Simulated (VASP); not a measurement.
Method: PBE GGA, VASP's PBE PAW potentials (set 64) (plane waves; VASP).

A VASP calculation is set up with these files.

### KPOINTS
```
Regular mesh
0
G
 12 12 12
0 0 0
```

### POSCAR
```
As
1
    3.6937613986    -1.8906398007    -0.0022937364
    3.6937613986     1.8906398007    -0.0022937364
    2.7279863819     0.0000000000     3.1267372562
As
2
Direct
  0.2270630905   0.2270630905   0.2270630905
  0.7729369095   0.7729369095   0.7729369095
```

INCAR:
```
GGA=PE   # PBE
PREC=Accurate
EDIFF=1E-7   # SCF stop (eV)
ISIF=4
LWAVE=.FALSE.
SYSTEM=As
EDIFFG=-0.01   # ionic stop
NSW=30   # most ionic steps
SIGMA=0.1
ISMEAR=1   # Methfessel-Paxton
NELM=100   # most electronic steps
LCHARG=.FALSE.
LREAL=.FALSE.   # projection in real space or not
ALGO=Normal
IBRION=2
LASPH=.TRUE.
LMAXMIX=4   # l cut-off of mixed one-centre charges
ENCUT=520   # plane-wave cut-off (eV)
```

POTCAR, in this order: As (PBE.64 set). Program: vasp_std.

What VASP printed:

File OUTCAR:
```
 ion  position               nearest neighbor table
   1  0.227  0.227  0.227-   2 2.53   2 2.53   2 2.53
   2  0.773  0.773  0.773-   1 2.53   1 2.53   1 2.53
  LATTYP: Found a trigonal (rhomboedric) cell.
 ALAT       =     4.1495056798
 COS(alpha) =     0.5848023592
 Subroutine PRICEL returns:
 Original cell was already a primitive cell.
 Subroutine GETGRP returns: Found 12 space group operations
The static configuration has the point symmetry D_3d.
The dynamic configuration has the point symmetry D_3d.
 Subroutine INISYM returns: Found 12 space group operations
 Subroutine IBZKPT returns following result:
 Found    189 irreducible k-points:

 Following reciprocal coordinates:
            Coordinates               Weight
  0.000000  0.000000  0.000000      1.000000
  0.083333 -0.000000  0.000000      6.000000
  0.166667 -0.000000 -0.000000      6.000000
  0.250000 -0.000000  0.000000      6.000000
  0.333333 -0.000000  0.000000      6.000000
  0.416667 -0.000000  0.000000      6.000000
  0.500000 -0.000000  0.000000      3.000000
  0.083333  0.083333  0.000000      6.000000
...
```

OSZICAR:
```
       N       E                     dE             d eps       ncg     rms          rms(c)
DAV:   1     0.309500945712E+02    0.30950E+02   -0.43505E+03  3402   0.923E+02
DAV:   2    -0.808687024242E+01   -0.39037E+02   -0.37828E+02  5100   0.121E+02
DAV:   3    -0.934180845875E+01   -0.12549E+01   -0.12494E+01  4110   0.266E+01
DAV:   4    -0.934837423052E+01   -0.65658E-02   -0.65639E-02  4197   0.199E+00
DAV:   5    -0.934839266197E+01   -0.18431E-04   -0.18431E-04  3898   0.928E-02    0.327E+00
DAV:   6    -0.933830190121E+01    0.10091E-01   -0.60084E-03  3788   0.606E-01    0.197E+00
DAV:   7    -0.933355183907E+01    0.47501E-02   -0.12737E-02  3608   0.918E-01    0.872E-02
DAV:   8    -0.933367452750E+01   -0.12269E-03   -0.47813E-04  3539   0.165E-01    0.355E-02
DAV:   9    -0.933372577855E+01   -0.51251E-04   -0.80286E-05  3874   0.709E-02    0.117E-02
DAV:  10    -0.933372556850E+01    0.21004E-06   -0.62559E-06  3955   0.169E-02    0.420E-03
DAV:  11    -0.933372554124E+01    0.27266E-07   -0.11529E-06  3508   0.846E-03    0.148E-03
DAV:  12    -0.933372568189E+01   -0.14065E-06   -0.54126E-08  2052   0.164E-03    0.290E-04
DAV:  13    -0.933372570316E+01   -0.21269E-07   -0.17952E-08  1754   0.107E-03
   1 F= -.93337257E+01 E0= -.93337066E+01  d E =-.933373E+01
       N       E                     dE             d eps       ncg     rms          rms(c)
DAV:   1    -0.933622216888E+01   -0.24965E-02   -0.12806E-01  3439   0.219E+00    0.838E-02
DAV:   2    -0.933653694871E+01   -0.31478E-03   -0.39393E-03  3869   0.469E-01    0.482E-02
DAV:   3    -0.933651173853E+01    0.25210E-04   -0.51158E-05  3872   0.500E-02    0.224E-02
DAV:   4    -0.933650724399E+01    0.44945E-05   -0.17531E-05  3737   0.282E-02    0.565E-03
DAV:   5    -0.933650669756E+01    0.54643E-06   -0.12828E-06  3532   0.827E-03    0.750E-04
DAV:   6    -0.933650668850E+01    0.90632E-08   -0.55999E-08  1848   0.202E-03
   2 F= -.93365067E+01 E0= -.93364933E+01  d E =-.278099E-02
       N       E                     dE             d eps       ncg     rms          rms(c)
DAV:   1    -0.933680146723E+01   -0.29477E-03   -0.43209E-02  3440   0.127E+00    0.487E-02
DAV:   2    -0.933690785357E+01   -0.10639E-03   -0.13314E-03  3880   0.273E-01    0.276E-02
DAV:   3    -0.933689873331E+01    0.91203E-05   -0.16450E-05  3864   0.286E-02    0.129E-02
DAV:   4    -0.933689647581E+01    0.22575E-05   -0.57478E-06  3736   0.162E-02    0.316E-03
DAV:   5    -0.933689615487E+01    0.32094E-06   -0.40908E-07  3505   0.469E-03    0.438E-04
DAV:   6    -0.933689614652E+01    0.83538E-08   -0.17864E-08  1738   0.114E-03
   3 F= -.93368961E+01 E0= -.93368852E+01  d E =-.317044E-02
       N       E                     dE             d eps       ncg     rms          rms(c)
DAV:   1    -0.933785835833E+01   -0.96220E-03   -0.36778E-02  3458   0.114E+00    0.899E-02
DAV:   2    -0.933771896405E+01    0.13939E-03   -0.12394E-03  3540   0.250E-01    0.477E-02
DAV:   3    -0.933764483976E+01    0.74124E-04   -0.31687E-04  4363   0.108E-01    0.121E-02
DAV:   4    -0.933764619268E+01   -0.13529E-05   -0.20714E-05  3493   0.363E-02    0.594E-03
DAV:   5    -0.933764602768E+01    0.16501E-06   -0.24068E-06  3800   0.108E-02    0.883E-04
DAV:   6    -0.933764604584E+01   -0.18163E-07   -0.19287E-07  3096   0.345E-03
   4 F= -.93376460E+01 E0= -.93376183E+01  d E =-.749899E-03
       N       E                     dE             d eps       ncg     rms          rms(c)
DAV:   1    -0.933826642577E+01   -0.62040E-03   -0.54299E-02  3459   0.139E+00    0.109E-01
DAV:   2    -0.933807084715E+01    0.19558E-03   -0.18116E-03  3545   0.302E-01    0.579E-02
DAV:   3    -0.933796520742E+01    0.10564E-03   -0.45340E-04  4355   0.129E-01    0.146E-02
DAV:   4    -0.933796711304E+01   -0.19056E-05   -0.29654E-05  3503   0.435E-02    0.719E-03
DAV:   5    -0.933796692622E+01    0.18682E-06   -0.35364E-06  3827   0.131E-02    0.108E-03
DAV:   6    -0.933796695599E+01   -0.29762E-07   -0.28540E-07  3341   0.418E-03
   5 F= -.93379670E+01 E0= -.93379188E+01  d E =-.107081E-02
```

### OUTCAR
```
------------------------ aborting loop because EDIFF is reached ----------------------------------------
  FORCE on cell =-STRESS in cart. coord.  units (eV):
  Direction    XX          YY          ZZ          XY          YZ          ZX
  --------------------------------------------------------------------------------------
  Total        0.3182710      0.3189753      0.3189082      0.0000000     -0.0000000     -0.0002174
  in kB       11.6700668     11.6958937     11.6934324      0.0000000     -0.0000000     -0.0079724
  external PRESSURE =      11.6864643 kB  Pullay stress =       0.0000000 kB
  volume of cell :       43.70
      direct lattice vectors                 reciprocal lattice vectors
     3.646779250 -1.904633469 -0.025250112     0.136300293 -0.262517701 -0.116550778
     3.646779250  1.904633469 -0.025250112     0.136300293  0.262517701 -0.116550778
     2.673855991  0.000000000  3.126940559     0.002201256  0.000000000  0.317919110
 POSITION                                       TOTAL-FORCE (eV/Angst)
 -----------------------------------------------------------------------------------
      2.27819      0.00000      0.70316        -0.005719      0.000000     -0.001765
      7.68922      0.00000      2.37328         0.005719      0.000000      0.001765
 -----------------------------------------------------------------------------------
    total drift:                                0.000000     -0.000000      0.000000
  FREE ENERGIE OF THE ION-ELECTRON SYSTEM (eV)
  ---------------------------------------------------
  free  energy   TOTEN  =        -9.3379669560 eV

  energy  without entropy=       -9.3378223926  energy(sigma->0) =       -9.33791877

 reached required accuracy - stopping structural energy minimisation
```
(Selected blocks of OUTCAR.)

CONTCAR:
```
As
   1.00000000000000
     3.6467792502492897   -1.9046334694288016   -0.0252501117242256
     3.6467792502492897    1.9046334694288016   -0.0252501117242256
     2.6738559909881379    0.0000000000000000    3.1269405588665604
  As
     2
Direct
     0.2285642220137876    0.2285642220137876    0.2285642220220495
     0.7714357779862123    0.7714357779862123    0.7714357779779504
```

The compound is As in the a7 structure. This cell is one point of a volume scan, at 0.97 of the reference volume. Symmetry was kept, so distortions that lower it aren't found.
